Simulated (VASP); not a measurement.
# Pt2F (Fm-3m) in VASP: a series of runs

The runs below take Pt2F through relaxation of cell and atoms, with PBE.

Everything below comes from runs of VASP 6.6.1. Logs are shortened: lines on timing, memory, paths and dates and some standing lists are left out, and cuts for length are marked.

### Step 1. The crystal as given

The structure is cubic, space group Fm-3m (No. 225). Conventional cell: a = 5.705 Å, b = 5.705 Å, c = 5.705 Å, α = 90.00°, β = 90.00°, γ = 90.00°. Pt (site symmetry -43m) is surrounded by 4 F at 2.47 Å. F (site symmetry m-3m) has 8 Pt at 2.47 Å as nearest neighbours.

The cell was built by a generator and needn't be a form met in nature.

### Step 2. Relaxation of cell and atoms, PBE

File INCAR:

```
PREC = Accurate
ENCUT = 600
EDIFF = 1E-6
ISMEAR = -1
SIGMA = 0.05
LREAL = F
LASPH = T
NELM = 80
ALGO = Normal
ISIF = 3
LWAVE = F
LCHARG = F
GGA = PE
IBRION = 2
NSW = 60
EDIFFG = -0.005
PSTRESS = 0
```

File KPOINTS:

```
Automatic mesh
0
Gamma
  8 8 8
```

File POSCAR:

```
Pt2F
1.0
    0.0000000000      2.8524300000      2.8524300000
    2.8524300000      0.0000000000      2.8524300000
    2.8524300000      2.8524300000      0.0000000000
Pt F
2 1
Direct
    0.2500000000      0.2500000000      0.2500000000
    0.7500000000      0.7500000000      0.7500000000
    0.0000000000      0.0000000000      0.0000000000
```

Potentials or basis: VASP PAW PBE potentials, release 64 (Pt, F).

Run with:

```bash
$ cat potpaw_PBE.64/Pt/POTCAR potpaw_PBE.64/F/POTCAR > POTCAR
$ mpirun -np 1 vasp_std > vasp.out
```

OUTCAR:

```text
PREC = Accurate
   ENCUT = 600
   EDIFF = 1E-6
   ISMEAR = -1
   LREAL = F
   LASPH = T
   NELM = 80
   ISIF = 3
   GGA = PE
   IBRION = 2
   NSW = 60
   EDIFFG = -0.005
   PSTRESS = 0

 ion  position               nearest neighbor table
   1  0.250  0.250  0.250-   3 2.47   3 2.47   3 2.47   3 2.47   2 2.85   2 2.85   2 2.85   2 2.85
                             2 2.85   2 2.85
   2  0.750  0.750  0.750-   3 2.47   3 2.47   3 2.47   3 2.47   1 2.85   1 2.85   1 2.85   1 2.85
                             1 2.85   1 2.85
   3  0.000  0.000  0.000-   2 2.47   2 2.47   2 2.47   1 2.47   2 2.47   1 2.47   1 2.47   1 2.47

  LATTYP: Found a face centered cubic cell.
 ALAT       =     5.7048600000

  Lattice vectors:

 A1 = (   0.0000000000,   2.8524300000,   2.8524300000)
 A2 = (   2.8524300000,   0.0000000000,   2.8524300000)
 A3 = (   2.8524300000,   2.8524300000,   0.0000000000)

Analysis of symmetry for initial positions (statically):
=====================================================================
 Subroutine PRICEL returns:
 Original cell was already a primitive cell.

 Routine SETGRP: Setting up the symmetry group for a
 face centered cubic supercell.

 Subroutine GETGRP returns: Found 48 space group operations
 (whereof 48 operations were pure point group operations)
 out of a pool of 48 trial point group operations.

The static configuration has the point symmetry O_h .

Analysis of symmetry for dynamics (positions and initial velocities):
=====================================================================
 Subroutine PRICEL returns:
 Original cell was already a primitive cell.

 Routine SETGRP: Setting up the symmetry group for a
 face centered cubic supercell.

 Subroutine GETGRP returns: Found 48 space group operations
 (whereof 48 operations were pure point group operations)
 out of a pool of 48 trial point group operations.

The dynamic configuration has the point symmetry O_h .

 Subroutine INISYM returns: Found 48 space group operations
 (whereof 48 operations are pure point group operations),
 and found     1 'primitive' translations

----------------------------------------------------------------------------------------

                                     Primitive cell

  volume of cell :      46.4168

  direct lattice vectors                    reciprocal lattice vectors
     0.000000000  2.852430000  2.852430000    -0.175289139  0.175289139  0.175289139
     2.852430000  0.000000000  2.852430000     0.175289139 -0.175289139  0.175289139
     2.852430000  2.852430000  0.000000000     0.175289139  0.175289139 -0.175289139

  length of vectors
     4.033945192  4.033945192  4.033945192     0.303609696  0.303609696  0.303609696

  position of ions in fractional coordinates (direct lattice)
     0.250000000  0.250000000  0.250000000
     0.750000000  0.750000000  0.750000000
     0.000000000  0.000000000  0.000000000

  ion indices of the primitive-cell ions
   primitive index   ion index
                 1           1
                 2           2
                 3           3

----------------------------------------------------------------------------------------

 KPOINTS: Automatic mesh

Automatic generation of k-mesh.
 Grid dimensions read from file:
 generate k-points for:    8    8    8

 Generating k-lattice:

  Cartesian coordinates                     Fractional coordinates (reciprocal lattice)
    -0.021911142  0.021911142  0.021911142     0.125000000  0.000000000  0.000000000
     0.021911142 -0.021911142  0.021911142     0.000000000  0.125000000  0.000000000
     0.021911142  0.021911142 -0.021911142     0.000000000  0.000000000  0.125000000

  Length of vectors
     0.037951212  0.037951212  0.037951212

  Shift w.r.t. Gamma in fractional coordinates (k-lattice)
     0.000000000  0.000000000  0.000000000

 Subroutine IBZKPT returns following result:
 ===========================================

 Found     29 irreducible k-points:

 Following reciprocal coordinates:
            Coordinates               Weight
  0.000000  0.000000  0.000000      1.000000
  0.125000  0.000000  0.000000      8.000000
  0.250000  0.000000  0.000000      8.000000
  0.375000  0.000000  0.000000      8.000000
  0.500000  0.000000  0.000000      4.000000
  0.125000  0.125000  0.000000      6.000000
[... 16 lines left out ...]
  0.500000  0.250000  0.125000     48.000000
 -0.375000  0.250000  0.125000     24.000000
 [... further k-points ...]
   k-points           NKPTS =     29   k-points in BZ     NKDIM =     29   number of bands    NBANDS=     17
   number of dos      NEDOS =    301   number of ions     NIONS =      3
   total plane-waves  NPLWV =  32768
   dimension x,y,z NGX =    32 NGY =   32 NGZ =   32
   dimension x,y,z NGXF=    64 NGYF=   64 NGZF=   64
   ions per type =               2   1
   NGX,Y,Z   is equivalent  to a cutoff of  13.19, 13.19, 13.19 a.u.
   NGXF,Y,Z  is equivalent  to a cutoff of  26.38, 26.38, 26.38 a.u.
 SYSTEM =  unknown system
   PREC   = accura    normal or accurate (medium, high low for compatibility)
   ISTART =      0    job   : 0-new  1-cont  2-samecut
   ICHARG =      2    charge: 1-file 2-atom 10-const
   ISPIN  =      1    spin polarized calculation?
   LNONCOLLINEAR =      F non collinear calculations
   LSORBIT =      F    spin-orbit coupling
   LASPH  =      T    aspherical Exc in radial PAW
   ENCUT  =  600.0 eV  44.10 Ry    6.64 a.u.   8.06  8.06  8.06*2*pi/ulx,y,z
   NELM   =     80;   NELMIN=  2; NELMDL= -5     # of ELM steps
   EDIFF  = 0.1E-05   stopping-criterion for ELM
   LREAL  =      F    real-space projection
   EDIFFG = -.5E-02   stopping-criterion for IOM
   NSW    =     60    number of steps for IOM
   IBRION =      2    ionic relax: 0-MD 1-quasi-New 2-CG
   NFREE  =      1    steps in history (QN), initial steepest desc. (CG)
   ISIF   =      3    stress and relaxation
   ISYM   =      2    0-nonsym 1-usesym 2-fastsym
   POTIM  = 0.5000    time-step for ionic-motion
   TEBEG  =    0.0;   TEEND  =   0.0 temperature during run
   PSTRESS=    0.0 pullay stress
   NELECT =      27.0000    total number of electrons
   NUPDOWN=      -1.0000    fix difference up-down
   EMIN   =  10.00;   EMAX   =-10.00  energy-range for DOS
   EFERMI =   0.00;   METHOD = LEGACY
   ISMEAR =    -1;   SIGMA  =   0.05  broadening in eV -4-tet -1-fermi 0-gaus
   EFERMI_NEDOS =   21; number of points for ismear=-14 and -15
   IALGO  =     38    algorithm
   IMIX   =      4    mixing-type and parameters
     AMIX     =   0.40;   BMIX     =  1.00
     AMIX_MAG =   1.60;   BMIX_MAG =  1.00
  volume/ion in A,a.u.               =      15.47       104.41
  Fermi-wavevector in a.u.,A,eV,Ry     =   1.366588  2.582478 25.409752  1.867564
  Thomas-Fermi vector in A             =   2.492716
   LORBIT       =      0    0 simple, 1 ext, 2 COOP (PROOUT), +10 PAW based schemes
   GGA     = PE    functional components
   LHFCALC =     F    Hartree Fock is set to
   AEXX    =    0.0000 exact exchange contribution
   IVDW    =     0    specifies the selected vdW correction
   LEPSILON=     F    determine dielectric tensor
   LRPA    =     F    only Hartree local field effects (RPA)
 conjugate gradient relaxation of ions
 non-spin polarized calculation
  energy-cutoff  :      600.00
  volume of cell :       46.42
 maximum number of plane-waves:      1572
   NGX = 17   NGY = 17   NGZ = 17

--------------------------------------- Ionic step        1  -------------------------------------------

 number of electron      26.9999998 magnetization

 Free energy of the ion-electron system (eV)
  ---------------------------------------------------
  ext. energy  EPLUGINS =         0.00000000
  ---------------------------------------------------
  free energy    TOTEN  =       -11.90295628 eV

  energy without entropy =      -11.83795740  energy(sigma->0) =      -11.87045684

------------------------ aborting loop because EDIFF is reached ----------------------------------------

  FORCE on cell =-STRESS in cart. coord.  units (eV):
  Direction    XX          YY          ZZ          XY          YZ          ZX
  --------------------------------------------------------------------------------------
  -------------------------------------------------------------------------------------
  Total       -0.0604788     -0.0604788     -0.0604788      0.0000000      0.0000000      0.0000000
  in kB       -2.0875592     -2.0875592     -2.0875592      0.0000000      0.0000000      0.0000000
  external PRESSURE =      -2.0875592 kB  Pullay stress =       0.0000000 kB
[... 59 lines left out ...]
  energy  without entropy=      -11.8382032883  energy(sigma->0) =      -11.87058958

--------------------------------------- Ionic step        3  -------------------------------------------

 number of electron      26.9999999 magnetization

 Free energy of the ion-electron system (eV)
  ---------------------------------------------------
  ext. energy  EPLUGINS =         0.00000000
  ---------------------------------------------------
  free energy    TOTEN  =       -11.90300781 eV

  energy without entropy =      -11.83813385  energy(sigma->0) =      -11.87057083

 E-fermi :   6.2764     XC(G=0): -11.8362

 val. band max:        6.2746188203   @ k =  -0.3750   0.3750   0.1250
 cond. band min:       6.2816227110   @ k =   0.1250   0.1250   0.0000
 fundamental gap:      0.0070038907
 Fermi energy:         6.2764010244

 k-point     1 :       0.0000    0.0000    0.0000
  band No.  band energies     occupation
      1     -17.2489      2.00000
      2      -0.1484      2.00000
      3      -0.1484      2.00000
      4      -0.1484      2.00000
      5       1.1908      2.00000
      6       2.1677      2.00000
[... 9 lines left out ...]
     16      14.2459      0.00000
     17      14.2459      0.00000
[... 443 lines left out ...]
      1     -17.1785      2.00000
      2      -0.1751      2.00000
      3       0.0508      2.00000
      4       0.4043      2.00000
      5       3.3460      2.00000
      6       3.3842      2.00000
[... 9 lines left out ...]
     16       8.5971      0.00000
     17      13.4720      0.00000

 [... further k-points ...]

------------------------ aborting loop because EDIFF is reached ----------------------------------------

  FORCE on cell =-STRESS in cart. coord.  units (eV):
  Direction    XX          YY          ZZ          XY          YZ          ZX
  --------------------------------------------------------------------------------------
  -------------------------------------------------------------------------------------
  Total       -0.0006866     -0.0006866     -0.0006866      0.0000000      0.0000000      0.0000000
  in kB       -0.0237385     -0.0237385     -0.0237385      0.0000000      0.0000000      0.0000000
  external PRESSURE =      -0.0237385 kB  Pullay stress =       0.0000000 kB
[... 18 lines left out ...]
  FREE ENERGIE OF THE ION-ELECTRON SYSTEM (eV)
  ---------------------------------------------------
  free  energy   TOTEN  =       -11.9030078067 eV

  energy  without entropy=      -11.8381338499  energy(sigma->0) =      -11.87057083

 reached required accuracy - stopping structural energy minimisation
```

Run time: 25 s. Hardware: 1 thread of AMD EPYC 9R45 (Zen 5), shared host; peak memory 0.16 GiB.

What came out:

* Free energy: -11.9030 eV
* Relaxed volume: 15.45 Å³/atom
* Relaxed cell: a = 4.032 Å, b = 4.032 Å, c = 4.032 Å, α = 60.00°, β = 60.00°, γ = 60.00°
* Space group after relaxing (to 0.05 Å): Fm-3m (No. 225)
* Energy gained by relaxing: 0.0 meV/atom
* Ionic steps: 3
* Pressure after relaxing: 0.0 GPa
* Band gap on the k mesh: none (metal or under the smearing width)

Final structure:
```xyz
3
Lattice="0.0000 2.8509 2.8509 2.8509 0.0000 2.8509 2.8509 2.8509 0.0000" Properties=species:S:1:pos:R:3 pbc="T T T"
Pt    1.4255    1.4255    1.4255
Pt    4.2764    4.2764    4.2764
F     0.0000    0.0000    0.0000
```

Caveat: an odd number of electrons without spin polarisation forces a metal; a magnetic or distorted state may lie lower. The run has no spin-orbit coupling, so splittings on Pt are missing.

### Step 3. Relaxation of cell and atoms, PBE

File INCAR:

```
PREC = Accurate ; ENCUT = 600
EDIFF = 1E-6 ; ISMEAR = 1
SIGMA = 0.02 ; LREAL = False
LASPH = True ; NELM = 80
ALGO = Normal ; ISIF = 3
LWAVE = False ; LCHARG = False
GGA = PE ; IBRION = 1
NSW = 60 ; EDIFFG = -0.005
PSTRESS = 0
```

File KPOINTS:

```
regular mesh
0
Gamma
  8 8 8
```

POSCAR is that of step 2.

Potentials or basis: VASP PAW PBE potentials, release 64 (Pt, F).

Run with:

```bash
$ cat potpaw_PBE.64/Pt/POTCAR potpaw_PBE.64/F/POTCAR > POTCAR
$ mpirun -np 1 vasp_std > vasp.out
```

It took 28 s on 1 thread of AMD EPYC 9R45 (Zen 5), shared host; peak memory 0.17 GiB.

It converged, with:

```
Free energy                            : -11.8656 eV
Relaxed volume                         : 15.42 Å³/atom
Relaxed cell                           : a = 4.030 Å, b = 4.030 Å, c = 4.030 Å, α = 60.00°, β = 60.00°, γ = 60.00°
Space group after relaxing (to 0.05 Å) : Fm-3m (No. 225)
Energy gained by relaxing              : 0.1 meV/atom
Ionic steps                            : 3
Pressure after relaxing                : 0.0 GPa
Band gap on the k mesh                 : none (metal or under the smearing width)
```

The path:
| step | energy change (eV) | largest force (eV/Å) | pressure (GPa) | volume (Å³) |
| --- | --- | --- | --- | --- |
| 1 | 0.0000 | 0.0000 | -0.41 | 46.42 |
| 2 | -0.0001 | 0.0000 | 0.32 | 46.15 |
| 3 | -0.0002 | 0.0000 | 0.00 | 46.27 |

Final structure:
```cif
data_structure
_symmetry_space_group_name_H-M 'P 1'
_symmetry_Int_Tables_number 1
_cell_length_a 4.0296
_cell_length_b 4.0296
_cell_length_c 4.0296
_cell_angle_alpha 60.000
_cell_angle_beta 60.000
_cell_angle_gamma 60.000
_cell_volume 46.27
loop_
_atom_site_label
_atom_site_type_symbol
_atom_site_fract_x
_atom_site_fract_y
_atom_site_fract_z
_atom_site_occupancy
Pt1 Pt 0.25000 0.25000 0.25000 1
Pt2 Pt 0.75000 0.75000 0.75000 1
F1 F 0.00000 0.00000 0.00000 1
```

Levels at points of the mesh, in eV from the Fermi level:
```
           k point  band 10  band 11  band 12  band 13  band 14  band 15  band 16  band 17
(0.00, 0.00, 0.00)    -1.03    -0.03    -0.03    -0.03     1.15     1.15     7.99     7.99
(0.50, 0.00, 0.00)    -1.53    -1.53    -1.51    -0.65    -0.09    -0.09     1.59    10.69
(0.50, 0.50, 0.00)    -1.21    -0.90    -0.90     0.12     1.06     2.31     3.81     6.40
```

Caveat: an odd number of electrons without spin polarisation forces a metal; a magnetic or distorted state may lie lower. The run has no spin-orbit coupling, so splittings on Pt are missing.
